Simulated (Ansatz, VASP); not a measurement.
# Cross-check of SnO2 (Cassiterite) between VASP and Ansatz, part 2 of 2

Aim: how closely do two programs agree when they are given the same cell, functional and k mesh?

VASP 6.6.1 and Ansatz 0.2.0.

So far: The starting structure; VASP: G0W0 gap, PBE.

## 3. Ansatz: G0W0 gap, PBE

Level of this step: Ansatz beside VASP: Kohn-Sham DFT, plane waves, PBE, G0W0 (Ansatz).

Ansatz runs on its default PAW (the set named soft_2) files.

The same cell, functional and mesh now go to Ansatz, which takes its cutoff from its data sets.

File input.yaml:

```yaml
crystal:
  lattice:
    - [4.738, 0.0, 0.0]
    - [0.0, 4.738, 0.0]
    - [0.0, 0.0, 3.1865]
  atoms:
    - { symbol: Sn, position: [0.0, 0.0, 0.0] }
    - { symbol: Sn, position: [0.5, 0.5, 0.5] }
    - { symbol: O, position: [0.3071, 0.3071, 0.0] }
    - { symbol: O, position: [0.1929, 0.8071, 0.5] }
    - { symbol: O, position: [0.6929, 0.6929, 0.0] }
    - { symbol: O, position: [0.8071, 0.1929, 0.5] }
hamiltonian:
  xc: pbe
  pseudopotentials: { kind: paw }
kpoints:
  mp_grid: { grid: [4, 4, 4] }
scf:
  occupations: { method: fixed }
gw:
  n_empty_bands: 190
  ecut_chi: 120.0
  qp_bands: [v2, c2]
  qp_kpoints: band_edges
  screening: { model: contour_deformation }
```

Run with:

```
$ ansatz run input.yaml --threads 4 --pin off --max-ram 9216MiB --backend cpu --events-out ev --progress --plain --runs-dir out
```

Numbers of over 12 decimals in the logs are rounded to 6 here.

Log:

```text
Engine: ansatz 0.2.0, aarch64-unknown-linux-gnu
Pseudopotentials: kind: paw
Pseudopotential: Sn, paw, valence charge 14, recommended cutoff 420 eV (normal), Sn.paw.azcp
Pseudopotential: O, paw, valence charge 6, recommended cutoff 420 eV (normal), O.paw.azcp
Functional definition: PBE
  parameter kappa = 0.804
  parameter beta = 0.066725
  exchange = pbe_x(kappa = kappa, mu = beta*pi^2/3)
  correlation = pbe_c(beta = beta)
Crystal: 6 atoms, lattice volume = 71.533 Å³
Basis set: ecut = 420 eV, 1411 PW (Γ)
Bands: 32, of which v1, the nominal top of the filled ones, is band 26 counted from 1 (25 counted from 0)
Symmetry: 16 space group operations
Space group: P42/mnm (ITA 136), of the structure as read, at distance tolerance 4.2e-5 Å
k-points: 18 of 64
Non-local potential: Sn, projectors of the file, l = 0: 2, l = 1: 2, l = 2: 2, l = 3: 2
Non-local potential: O, projectors of the file, l = 0: 2, l = 1: 2, l = 2: 1
PAW form: soft (Blöchl's): semilocal exchange-correlation on the pseudo side does not see the compensation charge
PAW one-centre angular grid: Sn, 590 points (default); XC on 64 Gauss nodes
PAW one-centre angular grid: O, 110 points (default); XC on 64 Gauss nodes
Initial density: superposition of atomic densities (neutral atoms: chi_scale 0, normalization atom), corrected by the library's trained network
Initial wavefunctions: pseudopotential atomic-orbital guess
Functional: x = pbe(κ = 0.804, μ = 0.219515), c = pbe(β = 0.066725)
SCF iter   1: F=—  HF=-14317.827173 eV  |F-HF|=—  |Δ(HF+E_count)|=         —  Δρ=1.07e-3  dr2=2.10e-4  ethr=1.77e-3  ⟨swp⟩=4.2  Hψ=2181  notcnv=0  defer=72
preconditioner: auto → Resta (q_TF=auto, 2.587 Å⁻¹)  ε∞=3.6  [insulator: Δε(μ)=1.283 eV  Ē_g=19.764 eV  n_scr=18 (ndim 8)  ℏωp=31.7 eV  f_vac=0.027  ε∞_Penn≈3.6]
SCF iter   2: F=—  HF=-14317.829244 eV  |F-HF|=—  |Δ(HF+E_count)|=   2.07e-3  Δρ=5.80e-4  dr2=7.03e-5  ethr=4.03e-7  ⟨swp⟩=2.9  Hψ=1327  notcnv=0  defer=72
SCF iter   3: F=—  HF=-14317.829556 eV  |F-HF|=—  |Δ(HF+E_count)|=   3.12e-4  Δρ=2.00e-4  dr2=2.30e-5  ethr=1.35e-7  ⟨swp⟩=2.0  Hψ=956  notcnv=0  defer=72
SCF iter   4: F=—  HF=-14317.829555 eV  |F-HF|=—  |Δ(HF+E_count)|=   8.61e-7  Δρ=5.01e-5  dr2=1.05e-6  ethr=4.43e-8  ⟨swp⟩=2.1  Hψ=783  notcnv=0  defer=72
SCF iter   5: F=—  HF=-14317.829556 eV  |F-HF|=—  |Δ(HF+E_count)|=   5.37e-7  Δρ=2.15e-5  dr2=1.62e-7  ethr=2.01e-9  ⟨swp⟩=2.1  Hψ=900  notcnv=0  defer=72
SCF iter   6: F=-14317.829556 eV  HF=-14317.829556 eV  |F-HF|=1.03e-8  |Δ(HF+E_count)|=   3.75e-7  Δρ=3.84e-6  dr2=5.04e-9  ethr=1.92e-10  ⟨swp⟩=8.3  Hψ=2141  notcnv=0
SCF 1 converged in 6 iterations: F = -14317.829556 eV  dr2 = 5.04e-9
  greatest PAW one-centre occupation: 0.996 electrons in one spin orbital (limit 2), on the Sn atom at site 1 (counted from 0), in its partial waves of l = 2
NSCF: frozen V_eff on 18 k-points
G₀W₀ screening: q 1/18
G₀W₀ screening: q 2/18 (q-point 5)
G₀W₀ screening: q 3/18 (q-point 11)
G₀W₀ screening: q 4/18 (q-point 14)
G₀W₀ screening: q 5/18 (q-point 4)
G₀W₀ screening: q 6/18
G₀W₀ screening: q 7/18 (q-point 8)
G₀W₀ screening: q 8/18 (q-point 10)
G₀W₀ screening: q 9/18 (q-point 12)
G₀W₀ screening: q 10/18 (q-point 13)
G₀W₀ screening: q 11/18 (q-point 15)
G₀W₀ screening: q 12/18 (q-point 2)
G₀W₀ screening: q 13/18 (q-point 7)
G₀W₀ screening: q 14/18 (q-point 9)
G₀W₀ screening: q 15/18 (q-point 17)
G₀W₀ screening: q 16/18 (q-point 3)
G₀W₀ screening: q 17/18 (q-point 16)
G₀W₀ screening: q 18/18
G₀W₀ self-energy: k 1/8
G₀W₀ self-energy: k 2/8
G₀W₀ self-energy: k 3/8
G₀W₀ self-energy: k 4/8
G₀W₀ self-energy: k 5/8
G₀W₀ self-energy: k 6/8
G₀W₀ self-energy: k 7/8
G₀W₀ self-energy: k 8/8
SCF converged after 6 iterations
Free energy (F): -14317.829556 eV
Harris-Foulkes:  -14317.829556 eV  (|F-HF|=1.03e-8)
Internal energy: -14317.829556 eV  (E = F + TS)
E sigma→0 (E₀):  -14317.829556 eV
Fermi energy:    9.528858 eV
--- Per-component energies (eV) ---
  E_band       = -114.418275
  E_kinetic    = 1085.345779
  E_local      = -2861.020425  (includes V_loc(G=0)·N_el)
  E_nonlocal   = 134.911709
  E_hartree    = 1491.211787
  E_xc         = -1054.950582
  E_vxc        = -564.062067  (∫ρ·V_xc dr)
  E_paw        = -8930.486062  (= ΣΔE_a)
  E_vpaw       = -892.026333  (= ΣTr[D̂ρ^β])
  E_aug_tail   = 0.010018  (compensation charges beyond the density's cutoff)
  E_ewald      = -4182.851779
  E_smearing   = -0.000000  (= −TS)
  E_closure    = -0.000000  (closes the sum)
  Σ components = -14317.829556   (vs F -14317.829556, Δ=0.00e0)
--- Band table (eV; the first three rows and the last of 18) ---
  k-point 0: bands = [... 22 lower, 8.3075, 8.7549, 8.7549, 9.5289, 10.8096, 15.6959, 15.8975, 15.8975, ... 2 higher]
  k-point 1: bands = [... 22 lower, 7.0118, 8.6906, 8.6906, 9.0286, 13.3864, 16.4846, 17.9807, 17.9807, ... 2 higher]
  k-point 2: bands = [... 22 lower, 7.8755, 7.8755, 8.2711, 8.2711, 15.7701, 15.7701, 19.3182, 19.3182, ... 2 higher]
  k-point 17: bands = [... 22 lower, 8.5599, 8.5599, 8.6943, 8.6943, 14.4679, 14.4679, 18.4248, 18.4248, ... 2 higher]
--- G₀W₀: contour deformation, 7 samples at zero and on the imaginary axis and 2 off it, 64 q-points, 190 empty bands' worth ---
  eigenvalues of the whole cell's RPA ε∞ on this k-mesh (on a slab, of 1 + 4πα/V) = 4.4626, 4.4626, 4.7502; static W/v taken at q = 0 is 0.217305
  gw.qp_kpoints: band_edges: 8 of 18 stored k-points solved, in 1 pass; an edge of the gap read off the rows below is read off those points alone
    valence top: of the k-points left out ik 1 came nearest to being solved in a further pass, in band 26 (counted from 1, as in the quasiparticle table): it holds the edge there only if its correction is more favourable than any solved in that band by at least 0.386 eV; those differ by 0.278 eV
    conduction bottom: of the k-points left out ik 1 came nearest to being solved in a further pass, in band 27 (counted from 1, as in the quasiparticle table): it holds the edge there only if its correction is more favourable than any solved in that band by at least 2.577 eV; those differ by 0.649 eV
    ik  band        ε_KS         Σx   Σc(E_QP)       V_xc       Z   E_QP_lin       E_QP  E_QP is
     0    25      8.7549   -26.4238     4.9771   -20.7674  0.7510     8.0668     8.0756  root
     0    26      9.5289   -27.1775     5.3151   -21.1422  0.7515     8.7990     8.8087  root
     0    27     10.8096   -14.4338    -3.3571   -18.5808  0.8233    11.6059    11.5995  root
     0    28     15.6959   -12.1123    -4.6086   -17.8356  0.8023    16.8362    16.8107  root
     2    25      8.2711   -26.2875     5.4781   -19.9253  0.7426     7.3683     7.3870  root
     2    26      8.2711   -26.2875     5.4781   -19.9253  0.7426     7.3683     7.3870  root
     2    27     15.7701   -14.7508    -4.5813   -20.7659  0.7867    17.2413    17.2039  root
     2    28     15.7701   -14.7508    -4.5813   -20.7659  0.7867    17.2413    17.2039  root
     3    25      8.7930   -26.5209     5.0068   -20.8236  0.7511     8.0935     8.1026  root
     3    26      9.2422   -26.7033     5.2590   -20.6881  0.7508     8.4750     8.4862  root
     3    27     12.1014   -15.5950    -3.1026   -19.6001  0.8089    13.0140    13.0039  root
     3    28     15.2373   -12.9588    -4.3518   -18.4258  0.7994    16.3778    16.3525  root
     6    25      8.8952   -26.5628     5.0975   -20.7333  0.7510     8.1528     8.1633  root
     6    26      8.8952   -26.5628     5.0975   -20.7333  0.7510     8.1528     8.1633  root
     6    27     13.9806   -14.8454    -3.8063   -19.7566  0.7983    15.1110    15.0855  root
     6    28     13.9806   -14.8454    -3.8063   -19.7566  0.7983    15.1110    15.0855  root
     8    25      8.8380   -27.1962     4.4970   -22.0934  0.7614     8.2262     8.2323  root
     8    26      8.8380   -27.1962     4.4970   -22.0934  0.7614     8.2262     8.2323  root
     8    27     16.0477   -14.8714    -4.6435   -20.9539  0.7828    17.5295    17.4867  root
     8    28     16.0477   -14.8714    -4.6435   -20.9539  0.7828    17.5295    17.4867  root
     9    25      8.7015   -26.5048     5.1601   -20.5995  0.7489     7.9453     7.9565  root
     9    26      9.0496   -26.5768     5.3037   -20.4857  0.7493     8.2497     8.2623  root
     9    27     12.8791   -15.5827    -3.3534   -19.9441  0.8043    13.9017    13.8870  root
     9    28     14.9681   -13.1478    -4.3200   -18.5855  0.8005    16.1105    16.0858  root
    13    25      8.7967   -26.6324     5.2164   -20.6455  0.7492     8.0142     8.0263  root
    13    26      8.7967   -26.6324     5.2164   -20.6455  0.7492     8.0142     8.0263  root
    13    27     14.8976   -14.5793    -4.2616   -20.0993  0.7962    16.1949    16.1559  root
    13    28     14.8976   -14.5793    -4.2616   -20.0993  0.7962    16.1949    16.1559  root
    17    25      8.6943   -26.6246     5.4889   -20.3046  0.7450     7.8483     7.8632  root
    17    26      8.6943   -26.6246     5.4889   -20.3046  0.7450     7.8483     7.8632  root
    17    27     14.4679   -13.3307    -4.2044   -18.6872  0.8110    15.6428    15.6201  root
    17    28     14.4679   -13.3307    -4.2044   -18.6872  0.8110    15.6428    15.6201  root
```

The job ended after 55 s (4 threads of Arm Neoverse V2, shared host; peak memory 0.64 GiB; 3.5 min of CPU time).

## 4. Side by side

Known differences besides the potentials themselves: the two programs' PAW sets differ in cores and partial waves; the cutoff is 420 eV in Ansatz and 440 eV in VASP; VASP leaves aspherical gradient terms in its spheres out (LASPH is not set), Ansatz keeps them; Ansatz integrates over frequency by contour deformation, VASP on a grid of NOMEGA points. Total energies have different zeros and are not compared.

The two programs side by side:

```csv
quantity,Ansatz,VASP,difference
G0W0 gap on the mesh (eV),2.81,2.71,+0.10
PBE gap under it (eV),1.28,1.25,+0.03
```

## 5. Summary of results

```json
{
 "difference in G0W0 gap on the mesh (G0W0 gap, PBE)": "0.10 eV"
}
```

In words: The difference in G0W0 gap on the mesh is 0.10 eV (G0W0 gap, PBE), within the 0.15 eV picked in this series as the mark of a large difference. How closely two codes agree says nothing of how well the functional describes the real material.

[Lines on the potential files, build, host, timing and source positions are cut from VASP's logs without a mark.]

[Logs are printed without paths, hosts, clocks, repeated set-up lines and the standing remarks that a program may print on its own settings, such as how far it seeks lower states.]

[Hosts, paths, dates, database ids (printed as entryN), source tags and the programs' standing remarks are cut or masked in the printed files.]
